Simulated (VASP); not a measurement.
RuSe, 2 atoms in the cell. The structure is cubic, space group Pm-3m (No. 221). Conventional cell: a = 3.188 Å, b = 3.188 Å, c = 3.188 Å, α = 90.00°, β = 90.00°, γ = 90.00°. Around Ru (site symmetry m-3m) lie 8 Se at 2.76 Å. Se (site symmetry m-3m) is surrounded by 8 Ru at 2.76 Å. The cell comes from a database or a generator and needn't be the stable form of this composition.

```yaml
Program: VASP 6.6.1
Task: single point
Functional: PBEsol
Potentials_or_basis: VASP PAW PBE potentials, release 64 (Ru_pv, Se)
Cutoff: 520 eV
k_mesh: 6 × 6 × 6
Occupations: gaussian, width 0.05 eV
Spin: collinear spin, ferromagnetic start
Starting_moments: "[1.0, 0.0] μB"
Fixed_moment: 0 μB
Hubbard_terms: Ru d U = 7 eV
Further_INCAR_settings: ALGO = Fast; EDIFF = 1e-06
```

Potentials or basis: VASP PAW PBE potentials, release 64 (Ru_pv, Se).

Launch:

```bash
$ cat potpaw_PBE.64/Ru_pv/POTCAR potpaw_PBE.64/Se/POTCAR > POTCAR
$ mpirun -np 1 vasp_std > vasp.out
```

Hardware: 1 thread of AMD EPYC 7R43 64-Core Processor (Zen 3), with other jobs on the host.

Q: Estimate the wall time of this run.

A: Wall time 100 s on 1 thread of AMD EPYC 7R43 64-Core Processor (Zen 3) (shared host), peak memory 0.12 GiB. Counts: scf iterations 46, k points 20.
